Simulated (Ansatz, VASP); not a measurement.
## Cross-check of FeSi2 (Linzhiite) between VASP and Ansatz

Aim: how closely do two programs agree when they are given the same cell, functional and k mesh? The structure shown is the start of the Ansatz relaxation below; VASP solves that cell, so the two are compared at the walk's first step.

Program: Ansatz 0.2.0. Level of theory: plane waves, with VASP 6.6.1 beside it; single point at PBEsol. Results are calculated unless marked as measured.

## Step 1: The structure

The structure is tetragonal, space group P4/mmm (No. 123). The conventional cell has a = 2.703 Å, b = 2.703 Å, c = 5.107 Å, α = 90.00°, β = 90.00°, γ = 90.00°. Nearest to Si lie 1 Si at 2.33 Å and 4 Fe at 2.36 Å. Fe has 8 Si at 2.36 Å nearest. Farther neighbours are not listed.

## Step 2: Ansatz: relaxation, PBEsol

Ansatz runs on its PAW soft_1 files.

The two programs are compared at the cell with which this relaxation starts, whose forces are those of its first step.

Contents of input.yaml:

```yaml
crystal:
  lattice:
    - [2.7025822667, 0.0, 0.0]
    - [0.0, 2.7025822667, 0.0]
    - [0.0, 0.0, 5.1069498364]
  atoms:
    - { symbol: Si, position: [0.5, 0.5, 0.2719751077] }
    - { symbol: Si, position: [0.5, 0.5, 0.7280248923] }
    - { symbol: Fe, position: [0.0, 0.0, 0.0] }
kpoints:
  mp_grid: { grid: [16, 16, 8] }
hamiltonian:
  xc: pbesol
  pseudopotentials: { kind: paw, azcp: { folder: soft_1 }, xc_functional: pbe }
scf:
  occupations: { method: methfessel_paxton, width: 0.2 }
output:
  forces: true
  stress: true
  eigenvalues: true
relax:
  adjacent_minimum: "off"
  f_tol: 0.001
  max_steps: 60
  cell: { stress_tol: 0.01, fix: [a, b, gamma] }
```

Command:

```bash
ansatz run input.yaml --threads 4 --pin off --max-ram 10240MiB --backend cpu --events-out ev --progress --plain --runs-dir out
```

Numbers of over 12 decimals in the logs are rounded to 6 here.

The log of the run:

```text
Engine: ansatz 0.2.0, aarch64-unknown-linux-gnu
Pseudopotentials: kind: paw
Pseudopotential: Si, paw, valence charge 4, recommended cutoff 420 eV (normal), soft_1/Si.paw.azcp
Pseudopotential: Fe, paw, valence charge 16, recommended cutoff 420 eV (normal), soft_1/Fe.paw.azcp
Functional definition: PBEsol
  exchange = pbesol_x
  correlation = pbesol_c
Crystal: 3 atoms, lattice volume = 37.301 Å³
Basis set: ecut = 420 eV, 757 PW (Γ), exchange–correlation on 40×40×72 points (8 copies of the dense FFT grid, shifted against one another)
Bands: 16, of which v1, the nominal top of the filled ones, is band 12 counted from 1 (11 counted from 0)
Symmetry: 16 space group operations
Space group: P4/mmm (ITA 123), of the structure as read, at distance tolerance 3.3e-5 Å
k-points: 225 of 2048
Non-local potential: Si, projectors of the file, l = 0: 2, l = 1: 2, l = 2: 1
Non-local potential: Fe, projectors of the file, l = 0: 3, l = 1: 2, l = 2: 3, l = 3: 1
PAW form: soft (Blöchl's): semilocal exchange-correlation on the pseudo side does not see the compensation charge
PAW frozen core: Si, regenerated for the run's functional, and the local potential with it (the file was generated under x = pbe(κ = 0.804, μ = 0.219515), c = pbe(β = 0.066725))
PAW frozen core: Fe, regenerated for the run's functional, and the local potential with it (the file was generated under x = pbe(κ = 0.804, μ = 0.219515), c = pbe(β = 0.066725))
PAW one-centre angular grid: Si, 110 points (default); XC on 64 Gauss nodes
PAW one-centre angular grid: Fe, 590 points (default); XC on 64 Gauss nodes
Initial density: superposition of atomic densities (chi_scale 0.1, normalization cell, long waves kept (reshape's long-wave potential 0.00 eV rms))
Initial wavefunctions: pseudopotential atomic-orbital guess
Functional: x = pbesol(κ = 0.804, μ = 0.123457), c = pbesol(β = 0.046)
SCF iter   1: F=—  HF=-5694.989997 eV  |F-HF|=—  |Δ(HF+E_count)|=         —  Δρ=1.23e-1  dr2=1.21e1  ethr=3.10e-3  ⟨swp⟩=5.1  Hψ=18989  notcnv=0
preconditioner: auto → none  [metal: Δε(μ)=0.022 eV  Ē_g=7.946 eV  σ=0.200 eV  W_gap=0.09  n_scr=8 (ndim 8)  ℏωp=24.3 eV  f_vac=0.000  D(μ)=1.80/eV (n_scr^D=16)  sad-step TF]
SCF iter   2: F=—  HF=-5694.734304 eV  |F-HF|=—  |Δ(HF+E_count)|=   2.56e-1  S|Δr|=    0.00e0  Δρ=1.38e-1  dr2=1.25e1  ethr=3.10e-3  ⟨swp⟩=2.0  Hψ=6168  notcnv=0
SCF iter   3: F=—  HF=-5693.535881 eV  |F-HF|=—  |Δ(HF+E_count)|=    1.20e0  S|Δr|=    0.00e0  Δρ=5.65e-2  dr2=1.29e0  ethr=3.10e-3  ⟨swp⟩=3.0  Hψ=6644  notcnv=0
SCF iter   4: F=—  HF=-5693.394162 eV  |F-HF|=—  |Δ(HF+E_count)|=   1.42e-1  S|Δr|=    0.00e0  Δρ=1.20e-2  dr2=1.24e-1  ethr=3.10e-3  ⟨swp⟩=2.5  Hψ=7281  notcnv=0
SCF iter   5: F=—  HF=-5693.353335 eV  |F-HF|=—  |Δ(HF+E_count)|=   4.08e-2  S|Δr|=    0.00e0  Δρ=3.17e-3  dr2=2.08e-3  ethr=5.16e-4  ⟨swp⟩=2.0  Hψ=5982  notcnv=0
SCF iter   6: F=—  HF=-5693.353247 eV  |F-HF|=—  |Δ(HF+E_count)|=   8.82e-5  S|Δr|=    0.00e0  Δρ=5.53e-4  dr2=3.52e-5  ethr=8.68e-6  ⟨swp⟩=2.3  Hψ=5531  notcnv=0
SCF iter   7: F=—  HF=-5693.353291 eV  |F-HF|=—  |Δ(HF+E_count)|=   4.43e-5  S|Δr|=    0.00e0  Δρ=1.15e-4  dr2=2.33e-6  ethr=1.47e-7  ⟨swp⟩=2.0  Hψ=6232  notcnv=0
SCF iter   8: F=-5693.353290 eV  HF=-5693.353290 eV  |F-HF|=2.89e-8  |Δ(HF+E_count)|=   7.34e-7  S|Δr|=    0.00e0  Δρ=1.68e-5  dr2=5.36e-8  ethr=4.17e-10  ⟨swp⟩=4.0  Hψ=16728  notcnv=0
the search or the solves at the SCF's close seem to have found levels that the self-consistency loop had missed (the run counts 1). By its estimate they hold under 1e-12 electrons; where the run keeps them, the occupations were computed again with them
SCF 1 converged in 8 iterations: F = -5693.353290 eV  dr2 = 5.36e-8
  greatest PAW one-centre occupation: 1.000 electrons in one spin orbital (limit 2), on the Fe atom at site 2 (counted from 0), in its partial waves of l = 1
relax step   1: F+E_penalty+E_count = -5693.35329044 eV  Δ(F+E_penalty+E_count) = +0.000e0 eV  max|allowed force component| = 1.445e-1 eV/Å  Δτ_max = 0.0000 Å  P = -3.665 GPa  Ω = 37.301 Å³  fix = [a, b, gamma]  reactions: a -4.548, b -4.548 GPa  (8 SCF iters, dr2 threshold 1.00e-7 eV, accepted)
[...]
relax step   2: F+E_penalty+E_count = -5693.35479221 eV  Δ(F+E_penalty+E_count) = -1.502e-3 eV  max|allowed force component| = 4.760e-2 eV/Å  Δτ_max = 0.0033 Å  P = -2.929 GPa  Ω = 37.194 Å³  energy of the carried Pulay correction = +3.617e-5 eV  fix = [a, b, gamma]  reactions: a -4.090, b -4.090 GPa  (4 SCF iters, dr2 threshold 3.00e-7 eV, accepted)
[...]
relax step   3: F+E_penalty+E_count = -5693.35497903 eV  Δ(F+E_penalty+E_count) = -1.868e-4 eV  max|allowed force component| = 2.154e-4 eV/Å  Δτ_max = 0.0016 Å  P = -2.576 GPa  Ω = 37.143 Å³  energy of the carried Pulay correction = +5.325e-5 eV  fix = [a, b, gamma]  reactions: a -3.868, b -3.868 GPa  (4 SCF iters, dr2 threshold 3.00e-7 eV, accepted)
[...]
relax step   4: F+E_penalty+E_count = -5693.35491977 eV  Δ(F+E_penalty+E_count) = +5.926e-5 eV  max|allowed force component| = 1.976e-4 eV/Å  Δτ_max = 0.0000 Å  P = -2.576 GPa  Ω = 37.143 Å³  fix = [a, b, gamma]  reactions: a -3.868, b -3.868 GPa  stress off target by 9.08e-3 GPa on what of the cell is left free  SCF on the basis re-selected at this cell (its energy is not comparable with the rows above)  (6 SCF iters)
basis re-selected at this cell: Δ(F+E_penalty+E_count) = +5.926e-5 eV, ΔP = -0.000 GPa vs the last step (what re-selecting the basis moved, of the pressure what is left beyond the Pulay correction that the steps carried, after the strain that the cell walked since its last selection, with what the two solves' SCF thresholds leave and, on support functions, any second-order correction that the steps lacked; it is no m [...]
SCF converged after 6 iterations
Stability not checked: this state was not tested for a lower state beside it, because cold or Methfessel-Paxton smearing, or corrected tetrahedra, fill the levels in a way that the test cannot read (fill_not_monotonic; see scf.lower_state_search)
Free energy (F): -5693.354920 eV
Harris-Foulkes:  -5693.354920 eV  (|F-HF|=4.55e-12)
Internal energy: -5693.356308 eV  (E = F + TS)
E sigma→0 (E₀):  -5693.355267 eV
Entropy (-TS):   0.001389 eV (0.463 meV/atom)
Fermi energy:    14.104448 eV
Step filling:    the computed levels leave a gap of 0.0113 eV = 0.1 smearing widths at the electron count; against every level under it full and every level over it empty, smearing changes F+E_penalty+E_count by +0.961 meV and its σ→0 estimate by +0.614 meV
--- Per-component energies (eV) ---
  E_band       = -227.746516
  E_kinetic    = 425.911519
  E_local      = -3545.752047  (includes V_loc(G=0)·N_el)
  E_nonlocal   = 333.698677
  E_hartree    = 1565.755167
  E_xc         = -227.271202
  E_vxc        = -244.765951  (∫ρ·V_xc dr)
  E_paw        = -2346.228971  (= ΣΔE_a)
  E_vpaw       = -328.348194  (= ΣTr[D̂ρ^β])
  E_aug_tail   = -0.000821  (compensation charges beyond the density's cutoff)
  E_ewald      = -1899.710953
  E_core_change = 0.242323  (= ΣΔE_core)
  E_smearing   = 0.001389  (= −TS)
  E_closure    = -0.000000  (closes the sum)
  Σ components = -5693.354920   (vs F -5693.354920, Δ=0.00e0)
--- Forces (eV/Å), atoms counted from 1 ---
  atom   1  Si    -0.00000000     0.00000000     0.00019759
  atom   2  Si     0.00000000     0.00000000    -0.00019759
  atom   3  Fe     0.00000000    -0.00000000     0.00000000
  max |Σ_I F_I| component: 3.47e-18 eV/Å
--- Stress (GPa, compression-positive) ---
       -3.868068      -0.000000       0.000000
       -0.000000      -3.868068       0.000000
        0.000000       0.000000       0.009079
  P = ⅓ Tr σ = -2.5757 GPa (-25.757 kbar)
--- Band table (eV; the first three rows and the last of 225) ---
  k-point 0: bands = [... 8 lower, 12.5266, 12.5795, 12.5795, 13.4212, 18.4416, 18.4416, 20.9247, 21.2014]
  k-point 1: bands = [... 8 lower, 12.4949, 12.5720, 12.5720, 13.4213, 18.5437, 18.5437, 19.8390, 21.0237]
  k-point 2: bands = [... 8 lower, 12.3788, 12.5540, 12.5540, 13.4215, 18.3568, 18.8378, 18.8378, 20.7222]
  k-point 224: bands = [... 8 lower, 10.7721, 10.7721, 12.3520, 14.2255, 14.5248, 14.5248, 15.2844, 16.8772]
--- Relaxed structure (3 steps of the walk, 3 accepted, 1 SCFs on fresh bases) ---
  F+E_penalty+E_count = -5693.35491977 eV   max|allowed force component| = 1.976e-4 eV/Å   (the final SCF, on the basis selected at the relaxed cell)
  cell:  # Å, volume = 37.1434 Å³
    - [2.7025822667, 0, 0]
    - [0, 2.7025822667, 0]
    - [0, 0, 5.085390]
  atoms:
    - { symbol: Si, position: [0.500000, 0.500000, 0.271025] }
    - { symbol: Si, position: [0.500000, 0.500000, 0.728975] }
    - { symbol: Fe, position: [0, 0, 0] }
```

In the SCF lines HF is the Harris–Foulkes energy and dr2 the Hartree energy of the density residual, in eV; the loop may stop once dr2 is under the threshold and the program's other checks hold. Hψ counts applications of the Hamiltonian.

## Step 3: VASP: single point, PBEsol, start cell, pair 1

The same cell, functional, mesh and smearing now go to VASP, with its own data sets.

Lines of VASP's logs that name or quote its potential files are left out, and so is its time.

Contents of INCAR:

```
SYSTEM = FeSi2
PREC = Accurate
ENCUT = 520
EDIFF = 1E-06
NELM = 120
ISMEAR = 1
SIGMA = 0.2
LREAL = .FALSE.
ALGO = Normal
GGA = PS
NBANDS = 14
LASPH = .TRUE.
LORBIT = 11
LWAVE = .FALSE.
LCHARG = .FALSE.
ISIF = 2
GGA_COMPAT = .FALSE.
KPAR = 2
```

Contents of POSCAR:

```
FeSi2
1.0
    2.7025820000      0.0000000000      0.0000000000
    0.0000000000      2.7025820000      0.0000000000
    0.0000000000      0.0000000000      5.1069500000
Si Fe
2 1
Direct
    0.5000000000      0.5000000000      0.2719750536
    0.5000000000      0.5000000000      0.7280249464
    0.0000000000      0.0000000000      0.0000000000
```

Contents of KPOINTS:

```
Automatic mesh
0
Gamma
16 16 8
0 0 0
```

PAW data sets: Si and Fe (PBE family, release 64).

Command:

```bash
mpirun -np 2 vasp_std
```

The log of the run:

```text
[banner, memory and clock lines left out]
running    2 mpi-ranks, on    1 nodes
 distrk:  each k-point on    1 cores,    2 groups
 distr:  one band on    1 cores,    1 groups

 POSCAR found type information on POSCAR SiFe
 POSCAR found :  2 types and       3 ions
|                                                                             |
|               ----> ADVICE to this user running VASP <----                  |
|                                                                             |
|     You enforced a specific xc type in the INCAR file but a different       |
|     [... a line on the potential file left out ...]
|     I HOPE YOU KNOW WHAT YOU ARE DOING!                                     |
|                                                                             |

 LDA part: xc-table for (Slater+PW92), standard interpolation
 POSCAR, INCAR and KPOINTS ok, starting setup
 FFT: planning ... GRIDC
 FFT: planning ... GRID_SOFT
 FFT: planning ... GRID
 WAVECAR not read
 entering main loop
       N       E                     dE             d eps       ncg     rms          rms(c)
DAV:   1     0.603155057483E+02    0.60316E+02   -0.70746E+03  6340   0.115E+03
DAV:   2    -0.199144099667E+02   -0.80230E+02   -0.71330E+02  6414   0.216E+02
DAV:   3    -0.236880158236E+02   -0.37736E+01   -0.36195E+01  8534   0.515E+01
DAV:   4    -0.237738864783E+02   -0.85871E-01   -0.85730E-01  7246   0.738E+00
DAV:   5    -0.237762133793E+02   -0.23269E-02   -0.23265E-02  8540   0.131E+00    0.174E+01
DAV:   6    -0.273237101471E+02   -0.35475E+01   -0.21103E+01  8008   0.108E+02    0.210E+01
DAV:   7    -0.220605107083E+02    0.52632E+01   -0.16974E+01  8380   0.954E+01    0.482E+00
DAV:   8    -0.219777288424E+02    0.82782E-01   -0.75343E-01  7936   0.756E+00    0.190E+00
DAV:   9    -0.219440432811E+02    0.33686E-01   -0.76638E-02  8424   0.553E+00    0.711E-01
DAV:  10    -0.219423703175E+02    0.16730E-02   -0.49128E-03  8052   0.709E-01    0.135E-01
DAV:  11    -0.219423208421E+02    0.49475E-04   -0.22532E-04  9032   0.263E-01    0.713E-02
DAV:  12    -0.219423156011E+02    0.52410E-05   -0.22833E-05  9204   0.578E-02    0.148E-02
DAV:  13    -0.219423150868E+02    0.51436E-06   -0.10809E-06  5486   0.976E-03
   1 F= -.21942315E+02 E0= -.21942730E+02  d E =0.124331E-02
```

From OUTCAR (step 3):

```text
ion  position               nearest neighbor table
   1  0.500  0.500  0.272-   2 2.33   3 2.36   3 2.36   3 2.36   3 2.36   2 2.78
   2  0.500  0.500  0.728-   1 2.33   3 2.36   3 2.36   3 2.36   3 2.36   1 2.78
   3  0.000  0.000  0.000-   1 2.36   2 2.36   1 2.36   2 2.36   1 2.36   2 2.36   1 2.36   2 2.36

  LATTYP: Found a simple tetragonal cell.
 ALAT       =     2.7025820000
 C/A-ratio  =     1.8896558920

 Subroutine GETGRP returns: Found 16 space group operations
 (whereof 16 operations were pure point group operations)

The static configuration has the point symmetry D_4h.

 Found    225 irreducible k-points:

   k-points           NKPTS =    225   k-points in BZ     NKDIM =    225   number of bands    NBANDS=     14

   dimension x,y,z NGX =    20 NGY =   20 NGZ =   40
   dimension x,y,z NGXF=    40 NGYF=   40 NGZF=   80

   ENCUT  =  520.0 eV  38.22 Ry    6.18 a.u.   5.03  5.03  9.50*2*pi/ulx,y,z

   NELECT =      16.0000    total number of electrons

 k-points in reciprocal lattice and weights: Automatic mesh
   0.00000000  0.00000000  0.00000000       0.000
   0.06250000  0.00000000  0.00000000       0.002
   0.12500000  0.00000000  0.00000000       0.002
   0.18750000  0.00000000  0.00000000       0.002
   0.25000000  0.00000000  0.00000000       0.002
   0.31250000  0.00000000  0.00000000       0.002
   0.37500000  0.00000000  0.00000000       0.002
   0.43750000  0.00000000  0.00000000       0.002
   0.50000000  0.00000000  0.00000000       0.001
[...]
0.50000000  0.43750000  0.50000000       0.002
   0.50000000  0.50000000  0.50000000       0.000

 average (electrostatic) potential at core
       1 -79.8461       2 -79.8461       3 -39.4344

 E-fermi :   9.7876

 k-point     1 :       0.0000    0.0000    0.0000
  band No.  band energies     occupation
    ...
      4       6.2611      2.00000
      5       8.2029      2.00000
      6       8.2973      2.00000
      7       8.2973      2.00000
      8       9.1373      2.00004
      9      14.1908      0.00000
     10      14.1908      0.00000
     11      16.5132      0.00000
     12      16.8714      0.00000
     13      17.7451      0.00000
    ...

 k-point     2 :       0.0625    0.0000    0.0000
  band No.  band energies     occupation
    ...
      4       6.2592      2.00000
      5       8.1974      2.00000
      6       8.2306      2.00000
      7       8.3121      2.00000
      8       9.0655      2.00000
      9      13.3439     -0.00000
     10      14.3019      0.00000
     11      16.6029      0.00000
     12      17.2120      0.00000
     13      17.2639      0.00000
    ...

 k-point     3 :       0.1250    0.0000    0.0000
  band No.  band energies     occupation
    ...
      4       6.2255      2.00000
      5       8.0402      2.00000
      6       8.1598      2.00000
      7       8.3546      2.00000
      8       8.8733      2.00000
      9      11.9418     -0.00000
     10      14.6162      0.00000
     11      15.9555      0.00000
     12      16.8831      0.00000
     13      17.3691      0.00000
    ...

  Total       -0.9664035     -0.9664035     -0.3332569      0.0000000      0.0000000     -0.0000000
  in kB      -41.5097132    -41.5097132    -14.3143085      0.0000000      0.0000000     -0.0000000
  external PRESSURE =     -32.4445783 kB  Pullay stress =       0.0000000 kB

  energy-cutoff  :      520.00
  volume of cell :       37.30
      direct lattice vectors                 reciprocal lattice vectors
     2.702582000  0.000000000  0.000000000     0.370016525  0.000000000  0.000000000
     0.000000000  2.702582000  0.000000000     0.000000000  0.370016525  0.000000000
     0.000000000  0.000000000  5.106950000     0.000000000  0.000000000  0.195811590

 POSITION                                       TOTAL-FORCE (eV/Angst)
 -----------------------------------------------------------------------------------
      1.35129      1.35129      1.38896        -0.000000     -0.000000     -0.129300
      1.35129      1.35129      3.71799         0.000000     -0.000000      0.129300
      0.00000      0.00000      0.00000         0.000000      0.000000      0.000000
 -----------------------------------------------------------------------------------
    total drift:                                0.000000      0.000000      0.000000

  FREE ENERGIE OF THE ION-ELECTRON SYSTEM (eV)
  ---------------------------------------------------
  free  energy   TOTEN  =       -21.9423150868 eV

  energy  without entropy=      -21.9435583940  energy(sigma->0) =      -21.94272952

 total charge
# of ion       s       p       d       tot
------------------------------------------
    1        0.734   0.889   0.000   1.623
    2        0.734   0.889   0.000   1.623
    3        0.460   0.685   6.684   7.829
--------------------------------------------------
tot          1.927   2.464   6.684  11.075

[... 3 further parts left out ...]
```

This run has no spin polarisation, so a moment on Fe, if there is one, isn't seen.

## Step 4: Differences

Known differences besides the potentials themselves: the data sets hold 24 valence electrons in Ansatz (on its PAW soft_1 files) and 16 in VASP; the cutoff is 420 eV in Ansatz and 520 eV in VASP; Ansatz makes its cores anew for this functional, VASP keeps those of its PBE data sets. Total energies have different zeros and are not compared.

Forces (eV/Å; atoms numbered as in POSCAR):

```tsv
atom	Ansatz x, y, z	VASP x, y, z
Si1	0.000, 0.000, -0.144	0.000, 0.000, -0.129
Si2	0.000, 0.000, 0.144	0.000, 0.000, 0.129
Fe3	0.000, 0.000, 0.000	0.000, 0.000, 0.000
```

The forces differ by 7.2 meV/Å r.m.s., which is 11.7 % of the r.m.s. force of 0.061 eV/Å (both taken over all components).

## Step 5: What the set-up changes

Further runs change the set-up of one program: Ansatz's method, potentials or start, or VASP's data sets, cutoff or form of LDA. The table gives that difference for each run.

```tsv
run	r.m.s. force difference (meV/Å)
as above	7.2
VASP with a cutoff of 600 eV (perhaps on Ansatz's relaxed cell)	7.2
```

## Step 6: Ansatz: relaxation, PBEsol

The two programs are compared at the cell with which this relaxation starts, whose forces are those of its first step. The cell compared in this pair holds 37.88 Å³, against 37.30 Å³ for the pair before.

The structure compared here is the start of the Ansatz relaxation; VASP solves that cell, so the two are compared at the walk's first step.

input.yaml, the sections that differ from step 2:

```yaml
crystal:
  lattice:
    - [2.729340507, 0.0, 0.0]
    - [0.0, 2.729340507, 0.0]
    - [0.0, 0.0, 5.0853903874]
  atoms:
    - { symbol: Si, position: [0.5, 0.5, 0.271024891] }
    - { symbol: Si, position: [0.5, 0.5, 0.728975109] }
    - { symbol: Fe, position: [0.0, 0.0, 0.0] }
# kpoints, hamiltonian, scf, output, relax: as in step 2
```

Command:

```bash
ansatz run input.yaml --threads 4 --pin off --max-ram 10240MiB --backend cpu --events-out ev --progress --plain --runs-dir out
```

The log of the run:

```text
[...]
Crystal: 3 atoms, lattice volume = 37.883 Å³
Basis set: ecut = 420 eV, 773 PW (Γ), exchange–correlation on 40×40×72 points (8 copies of the dense FFT grid, shifted against one another)
Bands: 16, of which v1, the nominal top of the filled ones, is band 12 counted from 1 (11 counted from 0)
Symmetry: 16 space group operations
[...]
k-points: 225 of 2048
[...]
--- Relaxed structure (3 steps of the walk, 3 accepted, 1 SCFs on fresh bases) ---
[...]
cell:  # Å, volume = 37.7294 Å³
    - [2.729340507, 0.0, 0.0]
    - [0.0, 2.729340507, 0.0]
    - [0.0, 0.0, 5.064824]
  atoms:
    - { symbol: Si, position: [0.500000, 0.500000, 0.270079] }
    - { symbol: Si, position: [0.500000, 0.500000, 0.729921] }
    - { symbol: Fe, position: [0, 0, 0.0] }
[key lines of the parts left out:]
SCF converged after 6 iterations
Free energy (F): -5693.328832 eV
Fermi energy:    13.819080 eV
P = ⅓ Tr σ = -4.9333 GPa (-49.333 kbar)
```

(Continued in part 2 of 2.)

[Lines on the potential files, build, host, timing and source positions are cut from VASP's logs without a mark.]

[Logs are printed without paths, hosts, clocks, repeated set-up lines and the standing remarks that a program may print on its own settings, such as how far it seeks lower states.]

[Hosts, paths, dates, database ids (printed as entryN), source tags and the programs' standing remarks are cut or masked in the printed files.]

[Rows of further runs with another cutoff or data set may stand on the cell that Ansatz relaxed, not on the start cell of the pair above them.]
